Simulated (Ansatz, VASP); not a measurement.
**Cross-check of V between VASP and Ansatz**

One calculation is typed for both programs; each brings its own data sets and cutoff. How far apart do they land? The cell is taken from a series of VASP runs on this material, whose earlier steps may have relaxed, scaled or displaced it; both programs get it as it stands.

Program: Ansatz 0.2.0. Level of theory: plane waves, with VASP 6.6.1 beside it; relaxation of cell and atoms at PBEsol and relaxation of cell and atoms at LDA. Results are calculated unless marked as measured.

## 1. Starting point

It takes space group Im-3m (No. 229, cubic). The conventional cell has a = 2.959 Å, b = 2.959 Å, c = 2.959 Å, α = 90.00°, β = 90.00°, γ = 90.00°. V has 8 V at 2.56 Å nearest.

Structure file:

```xyz
1
Lattice="-1.4796 1.4796 1.4796 1.4796 -1.4796 1.4796 1.4796 1.4796 -1.4796" Properties=species:S:1:pos:R:3 pbc="T T T"
V     0.0000    0.0000    0.0000
```

## 2. VASP: relaxation of cell and atoms, PBEsol

The relaxed volume is the usual yardstick between codes: its relative difference is about their pressure difference at one cell divided by the bulk modulus.

Lines of VASP's logs that name or quote its potential files are left out, and so is its time.

The input, INCAR:

```
SYSTEM = V
PREC = Accurate
ENCUT = 520
EDIFF = 1E-07
NELM = 100
ISMEAR = 1
SIGMA = 0.15
LREAL = .FALSE.
ALGO = Normal
GGA = PS
NBANDS = 15
ISPIN = 2
MAGMOM = 2
LASPH = .TRUE.
LMAXMIX = 4
LORBIT = 11
LWAVE = .FALSE.
LCHARG = .FALSE.
KPAR = 4
IBRION = 2
NSW = 50
ISIF = 3
EDIFFG = -0.005
```

The input, POSCAR:

```
V
1.0
   -1.4796227699      1.4796227699      1.4796227699
    1.4796227699     -1.4796227699      1.4796227699
    1.4796227699      1.4796227699     -1.4796227699
V
1
Direct
    0.0000000000      0.0000000000      0.0000000000
```

The input, KPOINTS:

```
Automatic mesh
0
Gamma
22 22 22
0 0 0
```

The projector-augmented-wave data sets are V_sv (PBE family, release 64).

Launch:

```sh
mpirun -np 4 vasp_std
```

Numbers of over 12 decimals in the logs are rounded to 6 here.

The program printed:

```text
[banner, memory and clock lines left out]
running    4 mpi-ranks, on    1 nodes
 distrk:  each k-point on    1 cores,    4 groups
 distr:  one band on    1 cores,    1 groups

 POSCAR found type information on POSCAR V
 POSCAR found :  1 types and       1 ions
|                                                                             |
|               ----> ADVICE to this user running VASP <----                  |
|                                                                             |
|     You enforced a specific xc type in the INCAR file but a different       |
|     [... a line on the potential file left out ...]
|     I HOPE YOU KNOW WHAT YOU ARE DOING!                                     |
|                                                                             |

 LDA part: xc-table for (Slater+PW92), standard interpolation
 POSCAR, INCAR and KPOINTS ok, starting setup
 FFT: planning ... GRIDC
 FFT: planning ... GRID_SOFT
 FFT: planning ... GRID
 WAVECAR not read
 entering main loop
       N       E                     dE             d eps       ncg     rms          rms(c)
DAV:   1     0.907186606389E+02    0.90719E+02   -0.65862E+03 19871   0.953E+02
DAV:   2    -0.915947589108E+01   -0.99878E+02   -0.96032E+02 21080   0.283E+02
DAV:   3    -0.105485601573E+02   -0.13891E+01   -0.13874E+01 22410   0.370E+01
DAV:   4    -0.105540283137E+02   -0.54682E-02   -0.54680E-02 22963   0.244E+00
DAV:   5    -0.105540776422E+02   -0.49328E-04   -0.49328E-04 22655   0.216E-01    0.218E+01
DAV:   6    -0.962126306139E+01    0.93281E+00   -0.19387E+00 20394   0.230E+01    0.321E+00
DAV:   7    -0.963087446344E+01   -0.96114E-02   -0.12276E-01 22004   0.366E+00    0.231E+00
DAV:   8    -0.963725143770E+01   -0.63770E-02   -0.75487E-03 20800   0.105E+00    0.888E-01
DAV:   9    -0.963387409239E+01    0.33773E-02   -0.16240E-03 22347   0.506E-01    0.287E-01
DAV:  10    -0.963385310536E+01    0.20987E-04   -0.90749E-04 21766   0.302E-01    0.387E-02
DAV:  11    -0.963386698845E+01   -0.13883E-04   -0.32028E-05 21766   0.659E-02    0.233E-02
DAV:  12    -0.963387224012E+01   -0.52517E-05   -0.52845E-06 21549   0.244E-02    0.589E-03
DAV:  13    -0.963387196402E+01    0.27611E-06   -0.14861E-07 21026   0.353E-03    0.139E-03
DAV:  14    -0.963387196077E+01    0.32467E-08   -0.18509E-08 10918   0.116E-03
   1 F= -.96338720E+01 E0= -.96338444E+01  d E =-.963387E+01  mag=     0.0000
 curvature:   0.00 expect dE= 0.000E+00 dE for cont linesearch  0.000E+00
 trial: gam= 0.00000 g(F)=  0.235E-62 g(S)=  0.235E-08 ort = 0.000E+00 (trialstep = 0.100E+01)
 search vector abs. value=  0.245E-08
 reached required accuracy - stopping structural energy minimisation
```

OUTCAR, selected parts (step 2):

```text
ion  position               nearest neighbor table
   1  0.000  0.000  0.000-

  LATTYP: Found a body centered cubic cell.
 ALAT       =     2.9592455398

 Subroutine GETGRP returns: Found 48 space group operations
 (whereof 48 operations were pure point group operations)

The static configuration has the point symmetry O_h .

 Found    328 irreducible k-points:

   k-points           NKPTS =    328   k-points in BZ     NKDIM =    328   number of bands    NBANDS=     15

   dimension x,y,z NGX =    20 NGY =   20 NGZ =   20
   dimension x,y,z NGXF=    40 NGYF=   40 NGZF=   40

   ENCUT  =  520.0 eV  38.22 Ry    6.18 a.u.   4.77  4.77  4.77*2*pi/ulx,y,z

   NELECT =      13.0000    total number of electrons

 k-points in reciprocal lattice and weights: Automatic mesh
   0.00000000  0.00000000  0.00000000       0.000
   0.04545455  0.00000000  0.00000000       0.001
   0.09090909  0.00000000  0.00000000       0.001
   0.13636364  0.00000000  0.00000000       0.001
   0.18181818  0.00000000  0.00000000       0.001
   0.22727273  0.00000000  0.00000000       0.001
   0.27272727  0.00000000  0.00000000       0.001
   0.31818182  0.00000000  0.00000000       0.001
   0.36363636  0.00000000  0.00000000       0.001
[...]
0.50000000  0.50000000  0.45454545       0.001
   0.50000000  0.50000000  0.50000000       0.000

 average (electrostatic) potential at core
       1 -69.4459

 E-fermi :  10.0541

 spin component 1
 k-point     1 :       0.0000    0.0000    0.0000
  band No.  band energies     occupation
      1     -53.3798      1.00000
      2     -26.7132      1.00000
      3     -26.7132      1.00000
      4     -26.7132      1.00000
      5       3.3721      1.00000
      6      10.4711     -0.00030
      7      10.4711     -0.00030
      8      10.4711     -0.00030
      9      12.5760     -0.00000
     10      12.5760     -0.00000
    ...

 k-point     2 :       0.0455    0.0000    0.0000
  band No.  band energies     occupation
      1     -53.3751      1.00000
      2     -26.7351      1.00000
      3     -26.7198      1.00000
      4     -26.7133      1.00000
      5       3.4593      1.00000
      6      10.4328     -0.00104
      7      10.4636     -0.00039
      8      10.5343     -0.00003
      9      12.5303     -0.00000
     10      12.5783     -0.00000
    ...

 k-point     3 :       0.0909    0.0000    0.0000
  band No.  band energies     occupation
      1     -53.3615      1.00000
      2     -26.7987      1.00000
      3     -26.7390      1.00000
      4     -26.7139      1.00000
      5       3.7157      1.00000
      6      10.3226     -0.01481
      7      10.4327     -0.00104
      8      10.7215     -0.00000
      9      12.4148     -0.00000
     10      12.5863     -0.00000
    ...

 k-point     4 :       0.1364    0.0000    0.0000
  band No.  band energies     occupation
      1     -53.3399      1.00000
      2     -26.8982      1.00000
      3     -26.7693      1.00000
      4     -26.7147      1.00000
      5       4.1255      1.00000
      6      10.1534      0.05407
      7      10.3576     -0.00740
      8      11.0247     -0.00000
      9      12.2859     -0.00000
     10      12.6025     -0.00000
    ...

 k-point     5 :       0.1818    0.0000    0.0000
  band No.  band energies     occupation
    ...
      2     -27.0246      1.00000
      3     -26.8079      1.00000
      4     -26.7157      1.00000
      5       4.6587      1.00000
      6       9.9434      0.97231
      7      10.2274     -0.03466
      8      11.4304     -0.00000
      9      12.2071     -0.00000
     10      12.6299     -0.00000
     11      28.6170      0.00000
    ...

 k-point     6 :       0.2273    0.0000    0.0000
  band No.  band energies     occupation
    ...
      2     -27.1669      1.00000
      3     -26.8517      1.00000
      4     -26.7169      1.00000
      5       5.2653      1.00000
      6       9.7133      1.00302
      7      10.0773      0.37032
      8      11.9186     -0.00000
      9      12.2085     -0.00000
     10      12.6706     -0.00000
     11      27.3704      0.00000
    ...

  Total       -0.0001273     -0.0001273     -0.0001273     -0.0000000     -0.0000000     -0.0000000
  in kB       -0.0157434     -0.0157434     -0.0157434     -0.0000000     -0.0000000     -0.0000000
  external PRESSURE =      -0.0157434 kB  Pullay stress =       0.0000000 kB

  energy-cutoff  :      520.00
  volume of cell :       12.96
      direct lattice vectors                 reciprocal lattice vectors
    -1.479622770  1.479622770  1.479622770     0.000000000  0.337923970  0.337923970
     1.479622770 -1.479622770  1.479622770     0.337923970  0.000000000  0.337923970
     1.479622770  1.479622770 -1.479622770     0.337923970  0.337923970  0.000000000

 POSITION                                       TOTAL-FORCE (eV/Angst)
 -----------------------------------------------------------------------------------
      0.00000      0.00000      0.00000         0.000000      0.000000      0.000000
 -----------------------------------------------------------------------------------
    total drift:                                0.000000     -0.000000      0.000000

  FREE ENERGIE OF THE ION-ELECTRON SYSTEM (eV)
  ---------------------------------------------------
  free  energy   TOTEN  =        -9.6338719608 eV

  energy  without entropy=       -9.6337892916  energy(sigma->0) =       -9.63384440

 reached required accuracy - stopping structural energy minimisation

 total charge
# of ion       s       p       d       tot
------------------------------------------
    1        2.355   6.236   3.137  11.728

 magnetization (x)
# of ion       s       p       d       tot
------------------------------------------
    1        0.000   0.000   0.000   0.000

[... 6 further parts left out ...]
```

The moments of VASP's start collapse, so its state is non-magnetic. The run keeps the 48 symmetry operations of its start, so it cannot find a distortion of lower symmetry.

## 3. Ansatz: relaxation of cell and atoms, PBEsol

Ansatz runs on its default PAW (the set named soft_2) files.

The same cell, functional, mesh and smearing now go to Ansatz, which takes its cutoff from its data sets.

The input, input.yaml:

```yaml
crystal:
  lattice:
    - [-1.4796227699, 1.4796227699, 1.4796227699]
    - [1.4796227699, -1.4796227699, 1.4796227699]
    - [1.4796227699, 1.4796227699, -1.4796227699]
  atoms:
    - { symbol: V, position: [0.0, 0.0, 0.0], spin: 2.0 }
hamiltonian:
  xc: pbesol
  pseudopotentials: { kind: paw }
magnetization:
  spin_polarized: true
kpoints:
  mp_grid: { grid: [22, 22, 22] }
scf:
  occupations: { method: methfessel_paxton, width: 0.15 }
relax:
  f_tol: 0.01
  max_steps: 60
  cell: { stress_tol: 0.05 }
output:
  forces: true
  stress: true
```

Launch:

```sh
ansatz run input.yaml --threads 4 --pin off --max-ram 9216MiB --backend cpu --events-out ev --progress --plain --runs-dir out
```

The program printed:

```text
Engine: ansatz 0.2.0, aarch64-unknown-linux-gnu
Pseudopotentials: kind: paw
Pseudopotential: V, paw, valence charge 13, recommended cutoff 420 eV (normal), V.paw.azcp
Functional definition: PBEsol
  exchange = pbesol_x
  correlation = pbesol_c
Crystal: 1 atoms, lattice volume = 12.957 Å³
Basis set: ecut = 420 eV, 249 PW (Γ), exchange–correlation on 36×36×36 points (8 copies of the dense FFT grid, shifted against one another)
Bands: 12, of which v1, the nominal top of the filled ones, is band 7 counted from 1 (6 counted from 0)
Symmetry: 48 space group operations
Space group: Im-3m (ITA 229), of the structure as read, at distance tolerance 2.3e-5 Å
Magnetic group: BNS 229.140 (UNI 1642), of the structure as read, at distance tolerance 2.3e-5 Å
k-points: 328 of 10648
Non-local potential: V, projectors of the file, l = 0: 3, l = 1: 2, l = 2: 3, l = 3: 1
PAW form: soft (Blöchl's): semilocal exchange-correlation on the pseudo side does not see the compensation charge
PAW frozen core: V, regenerated for the run's functional, and the local potential with it (the file was generated under x = pbe(κ = 0.804, μ = 0.219515), c = pbe(β = 0.066725))
PAW one-centre angular grid: V, 590 points (default); XC on 64 Gauss nodes
Initial density: superposition of atomic densities (chi_scale 0.1, normalization cell)
Starting moments: Σ|m| = 2 μB on 1 of 1 site
Initial wavefunctions: pseudopotential atomic-orbital guess
Functional: x = pbesol(κ = 0.804, μ = 0.123457), c = pbesol(β = 0.046)
SCF iter   1: F=—  HF=-2885.132615 eV  |F-HF|=—  |Δ(HF+E_count)|=         —  Δρ=1.37e-1 (↑1.37e-1 ↓4.29e-2)  dr2=1.62e0  dr2_m=8.09e-1  M=1.021 μB ∫|m|=1.021 μB  β_m=0.30  ethr=3.10e-3  ⟨swp⟩=4.1  Hψ=38576  notcnv=0
Mixer restart at iter 1: flushing history
preconditioner: auto → none  [metal: Δε(μ)=0.008 eV  Ē_g=9.614 eV  σ=0.150 eV  W_gap=0.03  n_scr=0 (ndim 8)  ℏωp=23.1 eV  f_vac=0.000  D(μ)=1.22/eV (n_scr^D=12)]
SCF iter   2: F=—  HF=-2884.431778 eV  |F-HF|=—  |Δ(HF+E_count)|=   7.01e-1  Δρ=6.77e-2 (↑6.77e-2 ↓4.93e-2)  dr2=9.42e-2  dr2_m=3.90e-1  M=1.003 μB ∫|m|=1.003 μB  β_m=0.41  ethr=3.10e-3  ⟨swp⟩=3.0  Hψ=20193  notcnv=0  defer=681
SCF iter   3: F=—  HF=-2885.247248 eV  |F-HF|=—  |Δ(HF+E_count)|=         —  Δρ=9.47e-2 (↑9.47e-2 ↓8.17e-2)  dr2=4.21e-2  dr2_m=9.18e-1  M=0.184 μB ∫|m|=0.185 μB  β_m=1.00  ethr=7.24e-4  ⟨swp⟩=2.1  Hψ=11033  notcnv=0  defer=681
Mixer restart at iter 3: flushing history
SCF iter   4: F=—  HF=-2885.325624 eV  |F-HF|=—  |Δ(HF+E_count)|=   7.84e-2  Δρ=3.05e-2 (↑2.98e-2 ↓3.05e-2)  dr2=4.04e-1  dr2_m=7.04e-4  M=0.130 μB ∫|m|=0.130 μB  β_m=0.41  ethr=3.85e-4  ⟨swp⟩=2.0  Hψ=15076  notcnv=0  defer=681
SCF iter   5: F=—  HF=-2885.280434 eV  |F-HF|=—  |Δ(HF+E_count)|=   4.52e-2  Δρ=6.06e-3 (↑6.06e-3 ↓4.81e-3)  dr2=3.13e-3  dr2_m=1.70e-3  M=0.093 μB ∫|m|=0.093 μB  β_m=0.41  ethr=3.85e-4  ⟨swp⟩=2.0  Hψ=17016  notcnv=0  defer=688
SCF iter   6: F=—  HF=-2885.289305 eV  |F-HF|=—  |Δ(HF+E_count)|=   8.87e-3  Δρ=4.63e-3 (↑3.65e-3 ↓4.63e-3)  dr2=2.57e-3  dr2_m=1.31e-3  M=0.074 μB ∫|m|=0.074 μB  β_m=0.70  ethr=2.41e-5  ⟨swp⟩=1.7  Hψ=12338  notcnv=0  defer=670
SCF iter   7: F=—  HF=-2885.299213 eV  |F-HF|=—  |Δ(HF+E_count)|=   9.91e-3  Δρ=1.81e-3 (↑1.81e-3 ↓1.20e-3)  dr2=1.10e-4  dr2_m=2.55e-4  M=0.020 μB ∫|m|=0.020 μB  β_m=0.85  ethr=1.98e-5  ⟨swp⟩=2.2  Hψ=9994  notcnv=0  defer=670
SCF iter   8: F=—  HF=-2885.299245 eV  |F-HF|=—  |Δ(HF+E_count)|=   3.25e-5  Δρ=3.05e-4 (↑3.05e-4 ↓1.12e-4)  dr2=9.84e-6  dr2_m=3.63e-6  M=0.003 μB ∫|m|=0.003 μB  β_m=0.88  ethr=8.43e-7  ⟨swp⟩=2.1  Hψ=9226  notcnv=0  defer=670
SCF iter   9: F=—  HF=-2885.289396 eV  |F-HF|=—  |Δ(HF+E_count)|=         —  Δρ=1.49e-4 (↑1.49e-4 ↓1.16e-4)  dr2=6.78e-6  dr2_m=4.64e-8  M=0.001 μB ∫|m|=0.001 μB  β_m=0.88  ethr=7.57e-8  ⟨swp⟩=2.7  Hψ=11720  notcnv=0  defer=670
Mixer restart at iter 9: flushing history
iteration 9: the input's own smearing fills from here on; a Gaussian of 0.15 eV has filled iterations ahead of it
SCF iter  10: F=—  HF=-2885.289398 eV  |F-HF|=—  |Δ(HF+E_count)|=   2.37e-6  S|Δr|=    0.00e0  Δρ=1.92e-4 (↑1.69e-4 ↓1.92e-4)  dr2=1.31e-5  dr2_m=2.55e-8  M=0.001 μB ∫|m|=0.001 μB  β_m=0.49  ethr=5.22e-8  ⟨swp⟩=2.0  Hψ=11502  notcnv=0  defer=670
SCF iter  11: F=—  HF=-2885.289394 eV  |F-HF|=—  |Δ(HF+E_count)|=   4.06e-6  S|Δr|=    0.00e0  Δρ=4.95e-5 (↑3.03e-5 ↓4.95e-5)  dr2=5.44e-7  dr2_m=2.44e-8  M=0.000 μB ∫|m|=0.000 μB  β_m=0.82  ethr=5.22e-8  ⟨swp⟩=2.9  Hψ=11609  notcnv=0  defer=670
SCF iter  12: F=—  HF=-2885.289394 eV  |F-HF|=—  |Δ(HF+E_count)|=   1.61e-7  S|Δr|=    0.00e0  Δρ=1.06e-5 (↑8.41e-6 ↓1.06e-5)  dr2=7.38e-10  dr2_m=1.06e-8  M=0.000 μB ∫|m|=0.000 μB  β_m=0.91  ethr=7.69e-10  ⟨swp⟩=2.0  Hψ=25347  notcnv=0
SCF iter  13: F=—  HF=-2885.289394 eV  |F-HF|=—  |Δ(HF+E_count)|=   1.38e-8  S|Δr|=    0.00e0  Δρ=1.85e-6 (↑1.85e-6 ↓9.66e-7)  dr2=1.38e-10  dr2_m=1.98e-10  M=0.000 μB ∫|m|=0.000 μB  β_m=0.95  ethr=5.68e-12  ⟨swp⟩=3.0  Hψ=16261  notcnv=0
SCF iter  14: F=-2885.289394 eV  HF=-2885.289394 eV  |F-HF|=9.09e-13  |Δ(HF+E_count)|=  1.90e-10  S|Δr|=    0.00e0  Δρ=1.15e-7 (↑1.15e-7 ↓9.91e-8)  dr2=6.14e-13  dr2_m=1.12e-12  M=-0.000 μB ∫|m|=0.000 μB  ethr=1.06e-12  ⟨swp⟩=2.0  Hψ=14743  notcnv=0
WARN: the starting moments were not kept: the SCF closed with an absolute magnetisation of 1.1e-6 μB, where they sum to 2 μB in size (1 site). That is at most 0.1 of that sum. Measured as dr2_m measures the in/out step, that magnetisation stands 7.9e-13 eV from none, at or under the dr2_threshold of 1.0e-7 eV: it is no larger than a step whose dr2_m would equal this threshold. The system may hold no moment; this SCF  [...]
SCF 1 converged in 14 iterations: F = -2885.289394 eV  dr2 = 6.14e-13
  greatest PAW one-centre occupation: 1.000 electrons in one spin orbital (limit 2), on the V atom at site 0 (counted from 0), in its partial waves of l = 0
relax step   1: F+E_penalty+E_count = -2885.28939428 eV  Δ(F+E_penalty+E_count) = +0.000e0 eV  max|allowed force component| = 0.000e0 eV/Å  Δτ_max = 0.0000 Å  P = -0.220 GPa  Ω = 12.957 Å³  (14 SCF iters, dr2 threshold 1.00e-7 eV, accepted)
[...]
relax step   2: F+E_penalty+E_count = -2885.28941067 eV  Δ(F+E_penalty+E_count) = -1.639e-5 eV  max|allowed force component| = 0.000e0 eV/Å  Δτ_max = 0.0000 Å  P = -0.003 GPa  Ω = 12.943 Å³  energy of the carried Pulay correction = +6.378e-6 eV  (7 SCF iters, dr2 threshold 1.00e-7 eV, accepted)
[...]
relax step   3: F+E_penalty+E_count = -2885.28940533 eV  Δ(F+E_penalty+E_count) = +5.337e-6 eV  max|allowed force component| = 0.000e0 eV/Å  Δτ_max = 0.0000 Å  P = -0.004 GPa  Ω = 12.943 Å³  stress off target by 3.52e-3 GPa  SCF on the basis re-selected at this cell (its energy is not comparable with the rows above)  (3 SCF iters)
basis re-selected at this cell: Δ(F+E_penalty+E_count) = +5.337e-6 eV, ΔP = -0.000 GPa vs the last step (what re-selecting the basis moved, of the pressure what is left beyond the Pulay correction that the steps carried, after the strain that the cell walked since its last selection, with what the two solves' SCF thresholds leave and, on support functions, any second-order correction that the steps lacked; it is no measure of the basis error at this ecutwfc). This SCF's stress stands 3.52e-3 GPa from its target on what of the cell is left free (relax.cell.stress_tol is 5.00e-2 GPa) and its largest allowed force component is 0.00e0 eV/Å (relax.f_tol is 1.00e-2 eV/Å): [rest of the remark cut]
SCF converged after 3 iterations
Stability not checked: this state was not tested for a lower state beside it, because cold or Methfessel-Paxton smearing, or corrected tetrahedra, fill the levels in a way that the test cannot read (fill_not_monotonic; see scf.lower_state_search)
Magnetization: -0.0000 μB (6.5000 up, 6.5000 down)
Absolute magnetization: 0.0000 μB (∫|ρ↑−ρ↓|, with the PAW one-centre terms)
Spin contamination: 0.0000 ħ² per cell (⟨S²⟩ above its minimum at these occupations)
Per-site moments (μB) at R_I (Å): [(-4.451909980657333e-7, 1.056758)]
Free energy (F): -2885.289405 eV
Harris-Foulkes:  -2885.289405 eV  (|F-HF|=4.55e-13)
Internal energy: -2885.289318 eV  (E = F + TS)
E sigma→0 (E₀):  -2885.289384 eV
Entropy (-TS):   -0.000087 eV (-0.087 meV/atom)
Fermi energy:    17.171051 eV
--- Per-component energies (eV) ---
  E_band       = -134.601390
  E_kinetic    = 337.391423
  E_local      = -866.134973  (includes V_loc(G=0)·N_el)
  E_nonlocal   = -43.853839
  E_hartree    = 400.500510
  E_xc         = -129.870792
  E_vxc        = -165.386973  (∫ρ·V_xc dr)
  E_paw        = -1086.554997  (= ΣΔE_a)
  E_vpaw       = -197.618280  (= ΣTr[D̂ρ^β])
  E_aug_tail   = 0.000281  (compensation charges beyond the density's cutoff)
  E_ewald      = -1496.916610
  E_core_change = 0.149679  (= ΣΔE_core)
  E_smearing   = -0.000087  (= −TS)
  E_closure    = 0.000000  (closes the sum)
  Σ components = -2885.289405   (vs F -2885.289405, Δ=0.00e0)
--- Forces (eV/Å), atoms counted from 1 ---
  atom   1  V      0.00000000     0.00000000     0.00000000
  max |Σ_I F_I| component: 1.31e-31 eV/Å
--- Stress (GPa, compression-positive) ---
       -0.003518      -0.000000       0.000000
        0.000000      -0.003518       0.000000
       -0.000000      -0.000000      -0.003518
  P = ⅓ Tr σ = -0.0035 GPa (-0.035 kbar)
--- Relaxed structure (2 steps of the walk, 2 accepted, 1 SCFs on fresh bases) ---
  F+E_penalty+E_count = -2885.28940533 eV   max|allowed force component| = 0.000e0 eV/Å   (the final SCF, on the basis selected at the relaxed cell)
  cell:  # Å, volume = 12.9429 Å³
    - [-1.479077, 1.479077, 1.479077]
    - [1.479077, -1.479077, 1.479077]
    - [1.479077, 1.479077, -1.479077]
  atoms:
    - { symbol: V, position: [0.0, 0.0, 0.0] }
```

Wall time 6.9 s (4 threads of Arm Neoverse V1, shared host); peak memory 0.41 GiB; 23 s of CPU time.

## 4. Comparison

Known differences besides the potentials themselves: both relaxations stop at a tolerance, which leaves soft axes loose, and VASP keeps its plane-wave basis; the cutoff is 420 eV in Ansatz and 520 eV in VASP; Ansatz makes its cores anew for this functional, VASP keeps those of its PBE data sets; Ansatz adds a Pulay correction to the stress that steers its cell, VASP none. Total energies have different zeros and are not compared.

Compared:

```
                                         quantity  Ansatz   VASP  difference
                                      volume (Å³)   12.94  12.96     -0.11 %
edge a after relaxation, in the typed setting (Å)   2.562  2.563     -0.04 %
```

The walks stopped with 0.00 GPa left in Ansatz and 0.00 GPa in VASP; each walk ends within a tolerance, so the volume difference is uncertain by about these residues over the bulk modulus, most in soft cells.

(Continued in part 2 of 2.)

[Lines on the potential files, build, host, timing and source positions are cut from VASP's logs without a mark.]

[Logs are printed without paths, hosts, clocks, repeated set-up lines and the standing remarks that a program may print on its own settings, such as how far it seeks lower states.]

[Hosts, paths, dates, database ids (printed as entryN), source tags and the programs' standing remarks are cut or masked in the printed files.]
